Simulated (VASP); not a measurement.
# Lattice of CaMn2Bi2, functional by functional

Which functional gives which lattice for CaMn2Bi2? The starting structure is a computed structure from the Materials Project. The first relaxation on each setting starts from this cell expanded by 3 % in volume.

Calculated with VASP 6.6.1; Kohn-Sham DFT with plane waves and PAW; PBEsol, LDA, PBE, PBEsol + D3(BJ) and r2SCAN.

### 1. Starting point

It takes space group P-3m1 (No. 164, trigonal). The conventional cell has a = 4.626 Å, b = 4.626 Å, c = 7.729 Å, α = 90.00°, β = 90.00°, γ = 120.00°. Nearest to Bi lie 4 Mn at 2.86 to 2.87 Å and 3 Ca at 3.29 Å. Nearest to Mn lie 4 Bi at 2.86 to 2.87 Å. Nearest to Ca lie 6 Bi at 3.29 Å. Farther neighbours are not listed.

Structure file:

```xyz
5
Lattice="4.6264 0.0000 0.0000 -2.3132 4.0066 0.0000 0.0000 0.0000 7.7288" Properties=species:S:1:pos:R:3 pbc="T T T"
Bi    0.0000    2.6710    5.8058
Bi    2.3132    1.3355    1.9230
Mn    0.0000    2.6710    2.9313
Mn    2.3132    1.3355    4.7975
Ca    0.0000    0.0000    0.0000
```

### 2. Relaxation with PBEsol

PBEsol restores the gradient expansion of exchange and is tuned for the cells of solids. This run starts from the cell of an earlier relaxation, which isn't shown; the restart sets up the plane waves anew.

The input, INCAR:

```
SYSTEM = CaMn2Bi2
PREC = Accurate
ENCUT = 450
EDIFF = 1E-06
NELM = 100
ISMEAR = 1
SIGMA = 0.15
LREAL = .FALSE.
ALGO = Normal
GGA = PS
NBANDS = 43
ISPIN = 2
MAGMOM = 0 0 4 -4 0
LASPH = .TRUE.
LMAXMIX = 4
LORBIT = 11
LWAVE = .FALSE.
LCHARG = .FALSE.
KPAR = 8
IBRION = 2
NSW = 50
ISIF = 3
EDIFFG = -0.006
```

The input, POSCAR:

```
CaMn2Bi2
1.0
    4.4658443676      0.0000000000      0.0000000000
   -2.2329221838      3.8675346717      0.0000000000
    0.0000000000      0.0000000000      7.5560399316
Bi Mn Ca
2 2 1
Direct
    0.3333333333      0.6666666667      0.7480574189
    0.6666666667      0.3333333333      0.2519425811
    0.3333333333      0.6666666667      0.3932685409
    0.6666666667      0.3333333333      0.6067314591
    0.0000000000      0.0000000000      0.0000000000
```

The input, KPOINTS:

```
Automatic mesh
0
Gamma
9 9 4
0 0 0
```

PAW data sets: Bi_d, Mn_pv and Ca_sv (PBE family, release 64).

Run with:

```sh
$ mpirun -np 8 vasp_std
```

What it wrote:

```text
[banner, memory and clock lines left out]
running    8 mpi-ranks, on    1 nodes
 distrk:  each k-point on    1 cores,    8 groups
 distr:  one band on    1 cores,    1 groups

 POSCAR found type information on POSCAR BiMnCa
 POSCAR found :  3 types and       5 ions
|                                                                             |
|           W    W    AA    RRRRR   N    N  II  N    N   GGGG   !!!           |
|           W    W   A  A   R    R  NN   N  II  NN   N  G    G  !!!           |
|           W    W  A    A  R    R  N N  N  II  N N  N  G       !!!           |
|           W WW W  AAAAAA  RRRRR   N  N N  II  N  N N  G  GGG   !            |
|           WW  WW  A    A  R   R   N   NN  II  N   NN  G    G                |
|           W    W  A    A  R    R  N    N  II  N    N   GGGG   !!!           |
|                                                                             |
|     For optimal performance we recommend to set                             |
|       NCORE = 2 up to number-of-cores-per-socket                            |
|     NCORE specifies how many cores store one orbital (NPAR=cpu/NCORE).      |
|     This setting can greatly improve the performance of VASP for DFT.       |
|     The default, NCORE=1 might be grossly inefficient on modern             |
|     multi-core architectures or massively parallel machines. Do your        |
|     Unfortunately you need to use the default for GW and RPA                |
|     calculations (for HF NCORE is supported but not extensively tested      |
|     yet).                                                                   |
|                                                                             |

|                                                                             |
|               ----> ADVICE to this user running VASP <----                  |
|                                                                             |
|     You enforced a specific xc type in the INCAR file but a different       |
|     [... a line on the potential file left out ...]
|     I HOPE YOU KNOW WHAT YOU ARE DOING!                                     |
|                                                                             |

 LDA part: xc-table for (Slater+PW92), standard interpolation
 POSCAR, INCAR and KPOINTS ok, starting setup
 FFT: planning ... GRIDC
 FFT: planning ... GRID_SOFT
 FFT: planning ... GRID
 WAVECAR not read
 entering main loop
       N       E                     dE             d eps       ncg     rms          rms(c)
DAV:   1     0.766962550418E+03    0.76696E+03   -0.33158E+04  7484   0.166E+03
DAV:   2     0.396391792483E+02   -0.72732E+03   -0.70769E+03  7412   0.508E+02
DAV:   3    -0.286546406506E+02   -0.68294E+02   -0.66309E+02  8291   0.171E+02
DAV:   4    -0.324739920782E+02   -0.38194E+01   -0.37526E+01 10946   0.389E+01
DAV:   5    -0.327354040393E+02   -0.26141E+00   -0.26061E+00 12181   0.785E+00    0.144E+01
DAV:   6    -0.343711715130E+02   -0.16358E+01   -0.40375E+01  9204   0.432E+01    0.272E+01
DAV:   7    -0.298804640323E+02    0.44907E+01   -0.29018E+01  8693   0.313E+01    0.736E+00
DAV:   8    -0.301863376776E+02   -0.30587E+00   -0.17311E+00  8933   0.570E+00    0.419E+00
DAV:   9    -0.301220731899E+02    0.64264E-01   -0.68422E-01  9400   0.784E+00    0.229E+00
DAV:  10    -0.301482004125E+02   -0.26127E-01   -0.16944E-01  9004   0.255E+00    0.135E+00
DAV:  11    -0.301524550458E+02   -0.42546E-02   -0.23281E-02  9020   0.161E+00    0.298E-01
DAV:  12    -0.301533201514E+02   -0.86511E-03   -0.54559E-03 10186   0.355E-01    0.148E-01
DAV:  13    -0.301533932896E+02   -0.73138E-04   -0.50526E-04 12038   0.158E-01    0.382E-02
DAV:  14    -0.301534109845E+02   -0.17695E-04   -0.80447E-05  9602   0.859E-02    0.263E-02
DAV:  15    -0.301534183728E+02   -0.73882E-05   -0.19256E-05  9111   0.307E-02    0.128E-02
DAV:  16    -0.301534195642E+02   -0.11915E-05   -0.36967E-06  7539   0.189E-02    0.312E-03
DAV:  17    -0.301534192819E+02    0.28237E-06   -0.57620E-07  4521   0.519E-03
   1 F= -.30153419E+02 E0= -.30155785E+02  d E =-.301534E+02  mag=    -0.0000
[...]
2 F= -.30153526E+02 E0= -.30155875E+02  d E =-.106237E-03  mag=    -0.0000
[...]
3 F= -.30153526E+02 E0= -.30155874E+02  d E =-.106262E-03  mag=    -0.0000
 curvature:  -0.50 expect dE=-0.495E-05 dE for cont linesearch -0.362E-06
 ZBRENT: accuracy reached
 trial: gam=-0.01184 g(F)=  0.567E-05 g(S)=  0.426E-05 ort = 0.125E-04 (trialstep = 0.999E+00)
 search vector abs. value=  0.967E-05
 bond charge predicted
       N       E                     dE             d eps       ncg     rms          rms(c)
DAV:   1    -0.301535601021E+02   -0.34516E-04   -0.28720E-03  7911   0.306E-01    0.458E-02
DAV:   2    -0.301535558793E+02    0.42228E-05   -0.37712E-04  9275   0.165E-01    0.525E-02
DAV:   3    -0.301535348760E+02    0.21003E-04   -0.76498E-05  8821   0.767E-02    0.140E-02
DAV:   4    -0.301535315900E+02    0.32860E-05   -0.14901E-05  8764   0.302E-02    0.895E-03
DAV:   5    -0.301535303670E+02    0.12231E-05   -0.65577E-06  7249   0.209E-02    0.218E-03
DAV:   6    -0.301535305306E+02   -0.16363E-06   -0.10979E-06  4070   0.972E-03
   4 F= -.30153531E+02 E0= -.30155884E+02  d E =-.498678E-05  mag=    -0.0000
 trial-energy change:   -0.000005  1 .order   -0.000006   -0.000010   -0.000002
 step:   1.2358(harm=  1.2358)  dis= 0.00046  next Energy=   -30.153532 (dE=-0.605E-05)
 reached required accuracy - stopping structural energy minimisation
```

Wall time 3.2 min (8 MPI ranks of Intel Xeon Platinum 8488C (Sapphire Rapids), shared host); peak memory 3.8 GiB.

Lines that name or quote the potential files are left out of all logs, and their timing lines are given in words.

Parts of OUTCAR (step 2):

```text
ion  position               nearest neighbor table
   1  0.333  0.667  0.748-   3 2.68   4 2.79   4 2.79   4 2.79   5 3.20   5 3.20   5 3.20
   2  0.667  0.333  0.252-   4 2.68   3 2.79   3 2.79   3 2.79   5 3.20   5 3.20   5 3.20
   3  0.333  0.667  0.393-   1 2.68   2 2.79   2 2.79   2 2.79   4 3.04   4 3.04   4 3.04
   4  0.667  0.333  0.607-   2 2.68   1 2.79   1 2.79   1 2.79   3 3.04   3 3.04   3 3.04
   5  0.000  0.000  0.000-   1 3.20   2 3.20   2 3.20   1 3.20   2 3.20   1 3.20

  LATTYP: Found a hexagonal cell.
 ALAT       =     4.4658443676
 C/A-ratio  =     1.6919622158

 Subroutine GETGRP returns: Found 12 space group operations
 (whereof 12 operations were pure point group operations)

The static configuration has the point symmetry D_3d.

 Found     43 irreducible k-points:

   k-points           NKPTS =     43   k-points in BZ     NKDIM =     43   number of bands    NBANDS=     43

   dimension x,y,z NGX =    32 NGY =   32 NGZ =   54
   dimension x,y,z NGXF=    64 NGYF=   64 NGZF=  108

   ENCUT  =  450.0 eV  33.07 Ry    5.75 a.u.   7.72  7.72 13.07*2*pi/ulx,y,z

   NELECT =      66.0000    total number of electrons

 k-points in reciprocal lattice and weights: Automatic mesh
   0.00000000  0.00000000  0.00000000       0.003
   0.11111111  0.00000000  0.00000000       0.019
   0.22222222  0.00000000  0.00000000       0.019
   0.33333333  0.00000000  0.00000000       0.019
   0.44444444  0.00000000  0.00000000       0.019
   0.11111111  0.11111111  0.00000000       0.019
   0.22222222  0.11111111  0.00000000       0.037
   0.33333333  0.11111111  0.00000000       0.037
   0.44444444  0.11111111  0.00000000       0.019
[...]
0.33333333  0.22222222  0.50000000       0.037
   0.33333333  0.33333333  0.50000000       0.006

 average (electrostatic) potential at core
       1-104.2350       2-104.2350       3 -68.8973       4 -68.8973       5 -44.2460

 E-fermi :   6.0345

 spin component 1
 k-point     1 :       0.0000    0.0000    0.0000
  band No.  band energies     occupation
    ...
     27       2.9407      1.00000
     28       2.9407      1.00000
     29       4.5100      1.00000
     30       4.5100      1.00000
     31       5.4026      1.00000
     32       6.0577      0.37088
     33       6.0577      0.37088
     34       6.7280     -0.00000
     35       6.7280     -0.00000
     36       7.0332     -0.00000
    ...

 k-point     2 :       0.1111    0.0000    0.0000
  band No.  band energies     occupation
    ...
     29       4.1768      1.00000
     30       4.4801      1.00000
     31       5.3304      1.00000
     32       5.4388      1.00000
     33       5.8847      1.02496
     34       6.4123     -0.00107
     35       6.7437     -0.00000
     36       7.2801     -0.00000
     37       7.6523     -0.00000
     38       7.9709     -0.00000
    ...

 k-point     3 :       0.2222    0.0000    0.0000
  band No.  band energies     occupation
    ...
     29       3.5613      1.00000
     30       4.4025      1.00000
     31       4.4927      1.00000
     32       5.1712      1.00000
     33       5.4852      1.00000
     34       6.1829     -0.02402
     35       6.7738     -0.00000
     36       6.9927     -0.00000
     37       7.5880     -0.00000
     38       7.6712     -0.00000
    ...

 k-point     4 :       0.3333    0.0000    0.0000
  band No.  band energies     occupation
    ...
     29       3.2500      1.00000
     30       3.8949      1.00000
     31       4.3086      1.00000
     32       4.7809      1.00000
     33       5.0769      1.00000
     34       6.0622      0.34646
     35       6.7866     -0.00000
     36       6.7868     -0.00000
     37       7.0581     -0.00000
     38       7.4638     -0.00000
    ...

 k-point     5 :       0.4444    0.0000    0.0000
  band No.  band energies     occupation
    ...
     29       3.3030      1.00000
     30       3.5879      1.00000
     31       4.2401      1.00000
     32       4.3508      1.00000
     33       4.8245      1.00000
     34       6.0472      0.42867
     35       6.6777     -0.00000
     36       6.7448     -0.00000
     37       6.7806     -0.00000
     38       7.3602     -0.00000
    ...

 k-point     6 :       0.1111    0.1111    0.0000
  band No.  band energies     occupation
    ...
     29       3.7588      1.00000
     30       4.3267      1.00000
     31       4.7763      1.00000
     32       5.1811      1.00000
     33       5.5774      1.00007
     34       6.2729     -0.02355
     35       6.7463     -0.00000
     36       7.0846     -0.00000
     37       7.6060     -0.00000
     38       7.7972     -0.00000
    ...

  Total        0.0057126      0.0057126      0.0093342     -0.0000000     -0.0000000      0.0000000
  in kB        0.0703135      0.0703135      0.1148902     -0.0000000     -0.0000000      0.0000000
  external PRESSURE =       0.0851724 kB  Pullay stress =       0.0000000 kB

  energy-cutoff  :      450.00
  volume of cell :      130.17
      direct lattice vectors                 reciprocal lattice vectors
     4.461609525  0.000000000  0.000000000     0.224134361  0.129404034 -0.000000000
    -2.230804763  3.863867191  0.000000000     0.000000000  0.258808067 -0.000000000
     0.000000000  0.000000000  7.550798963     0.000000000  0.000000000  0.132436316

 POSITION                                       TOTAL-FORCE (eV/Angst)
 -----------------------------------------------------------------------------------
     -0.00000      2.57591      5.64878         0.000000      0.000000      0.002639
      2.23080      1.28796      1.90201        -0.000000     -0.000000     -0.002639
     -0.00000      2.57591      2.96961        -0.000000      0.000000      0.003389
      2.23080      1.28796      4.58119         0.000000     -0.000000     -0.003389
      4.46161      0.00000      7.55080         0.000000      0.000000      0.000000
 -----------------------------------------------------------------------------------
    total drift:                                0.000000      0.000000     -0.000000

  FREE ENERGIE OF THE ION-ELECTRON SYSTEM (eV)
  ---------------------------------------------------
  free  energy   TOTEN  =       -30.1535305306 eV

  energy  without entropy=      -30.1605920288  energy(sigma->0) =      -30.15588436

 reached required accuracy - stopping structural energy minimisation

 total charge
# of ion       s       p       d       tot
------------------------------------------
    1        1.423   1.749   9.899  13.070
    2        1.423   1.749   9.899  13.070
    3        0.276   6.202   4.978  11.456
    4        0.276   6.202   4.978  11.456
    5        2.037   5.839   0.263   8.139
--------------------------------------------------
tot          5.435  21.741  30.016  57.192

 magnetization (x)
# of ion       s       p       d       tot
------------------------------------------
    1       -0.003   0.015  -0.008   0.004
    2        0.003  -0.015   0.008  -0.004
    3        0.048   0.050   3.719   3.817
    4       -0.048  -0.050  -3.719  -3.817
    5        0.000   0.000   0.000   0.000
--------------------------------------------------
tot          0.000   0.000  -0.000  -0.000

[... 1 further part left out ...]
```

The PAW data sets were made with PBE, which is usual practice but a small mismatch for other functionals. The run keeps the 12 symmetry operations of its start, so it cannot find a distortion of lower symmetry.

With PBEsol the relaxed cell holds 26.034 Å³ an atom, -9.14 % against the starting cell, with a = 4.462 Å and c = 7.551 Å.

### 3. Relaxation with LDA

LDA, the lowest rung, knows the local density alone. This run starts from the cell of an earlier relaxation, which isn't shown; the restart sets up the plane waves anew.

INCAR: that of step 2 with these lines changed.

```diff
@@ -9,3 +9,3 @@
 ALGO = Normal
-GGA = PS
+GGA = CA
 NBANDS = 43
```

The input, POSCAR:

```
CaMn2Bi2
1.0
    4.2950465432      0.0000000000      0.0000000000
   -2.1475232716      3.7196194169      0.0000000000
    0.0000000000      0.0000000000      7.6005911815
Bi Mn Ca
2 2 1
Direct
    0.3333333333      0.6666666667      0.7457490124
    0.6666666667      0.3333333333      0.2542509876
    0.3333333333      0.6666666667      0.4042906169
    0.6666666667      0.3333333333      0.5957093831
    0.0000000000      0.0000000000      0.0000000000
```

KPOINTS is that of step 2.

The projector-augmented-wave data sets are Bi_d, Mn_pv and Ca_sv (LDA family, release 64).

Run with:

```sh
$ mpirun -np 8 vasp_std
```

What it wrote:

```text
[banner, memory and clock lines left out]
running    8 mpi-ranks, on    1 nodes
[...]
[... a notice as in an earlier step ...]

 LDA part: xc-table for (Slater(with rela. corr.)+CA(PZ))
 , standard interpolation
 POSCAR, INCAR and KPOINTS ok, starting setup
[...]
entering main loop
       N       E                     dE             d eps       ncg     rms          rms(c)
DAV:   1     0.782666604829E+03    0.78267E+03   -0.33172E+04  7407   0.170E+03
DAV:   2     0.417861381055E+02   -0.74088E+03   -0.72117E+03  7396   0.519E+02
DAV:   3    -0.289289483556E+02   -0.70715E+02   -0.68310E+02  8103   0.176E+02
DAV:   4    -0.330187980294E+02   -0.40898E+01   -0.40072E+01 11000   0.410E+01
[...]
DAV:  14    -0.308237733109E+02   -0.91371E-06   -0.33279E-05 10500   0.627E-02    0.134E-02
DAV:  15    -0.308237756868E+02   -0.23759E-05   -0.65837E-06  8777   0.194E-02    0.840E-03
DAV:  16    -0.308237760396E+02   -0.35281E-06   -0.72998E-07  5795   0.105E-02
   1 F= -.30823776E+02 E0= -.30825630E+02  d E =-.308238E+02  mag=    -0.0000
[... from here on, the cycles between the ionic steps are left out ...]
   2 F= -.30823876E+02 E0= -.30825710E+02  d E =-.100230E-03  mag=    -0.0000
   3 F= -.30823874E+02 E0= -.30825706E+02  d E =-.982294E-04  mag=     0.0000
   4 F= -.30823876E+02 E0= -.30825709E+02  d E =-.997831E-04  mag=     0.0000
   5 F= -.30823887E+02 E0= -.30825719E+02  d E =-.110482E-04  mag=    -0.0000
   6 F= -.30823888E+02 E0= -.30825720E+02  d E =-.122084E-04  mag=    -0.0000
   7 F= -.30823897E+02 E0= -.30825734E+02  d E =-.858452E-05  mag=     0.0000
   8 F= -.30823887E+02 E0= -.30825739E+02  d E =0.880382E-06  mag=    -0.0000
   9 F= -.30823896E+02 E0= -.30825742E+02  d E =-.797071E-05  mag=    -0.0000
  10 F= -.30823899E+02 E0= -.30825740E+02  d E =-.113495E-04  mag=    -0.0000
  11 F= -.30823899E+02 E0= -.30825739E+02  d E =-.109661E-04  mag=     0.0000
  12 F= -.30823907E+02 E0= -.30825752E+02  d E =-.828826E-05  mag=     0.0000
 trial-energy change:   -0.000008  1 .order   -0.000010   -0.000013   -0.000008
 step:   1.8096(harm=  1.8096)  dis= 0.00154  next Energy=   -30.823915 (dE=-0.160E-04)
 reached required accuracy - stopping structural energy minimisation
```

The job ended after 6.6 min (8 MPI ranks; peak memory 3.2 GiB).

From OUTCAR (step 3):

```text
  Total       -0.0294983     -0.0294983     -0.0236176      0.0000000     -0.0000000      0.0000000
  in kB       -0.3900714     -0.3900714     -0.3123069      0.0000000     -0.0000000      0.0000000
  external PRESSURE =      -0.3641499 kB  Pullay stress =       0.0000000 kB

 POSITION                                       TOTAL-FORCE (eV/Angst)
 -----------------------------------------------------------------------------------
     -0.00000      2.47698      5.66929         0.000000     -0.000000     -0.000484
      2.14513      1.23849      1.93167        -0.000000      0.000000      0.000484
     -0.00000      2.47698      3.07455        -0.000000      0.000000      0.004559
      2.14513      1.23849      4.52641         0.000000     -0.000000     -0.004559
      4.29025     -0.00000     -0.00000        -0.000000      0.000000      0.000000
 -----------------------------------------------------------------------------------
    total drift:                               -0.000000      0.000000      0.000000

  FREE ENERGIE OF THE ION-ELECTRON SYSTEM (eV)
  ---------------------------------------------------
  free  energy   TOTEN  =       -30.8239072855 eV

  energy  without entropy=      -30.8294411862  energy(sigma->0) =      -30.82575192

 magnetization (x)
# of ion       s       p       d       tot
------------------------------------------
    1       -0.003   0.017  -0.008   0.006
    2        0.003  -0.017   0.008  -0.006
    3        0.038   0.039   3.293   3.369
    4       -0.038  -0.039  -3.293  -3.369
    5        0.000   0.000   0.000   0.000
--------------------------------------------------
tot         -0.000   0.000   0.000   0.000

[... 2 parts as in an earlier step ...]

[... 2 further parts left out ...]
[key lines of the parts left out:]
E-fermi :   6.4755
```

Logs of long relaxations may skip ionic steps without a mark.

With LDA the relaxed cell holds 24.232 Å³ an atom, -15.43 % against the starting cell, with a = 4.290 Å and c = 7.601 Å. That is -6.92 % from PBEsol.

(Part 1 of 2 ends here.)

[Lines on the potential files, build, host, timing and source positions are cut from VASP's logs without a mark.]

[Logs are printed without paths, hosts, clocks, repeated set-up lines and the standing remarks that a program may print on its own settings, such as how far it seeks lower states.]

[Hosts, paths, dates, database ids (printed as entryN), source tags and the programs' standing remarks are cut or masked in the printed files.]
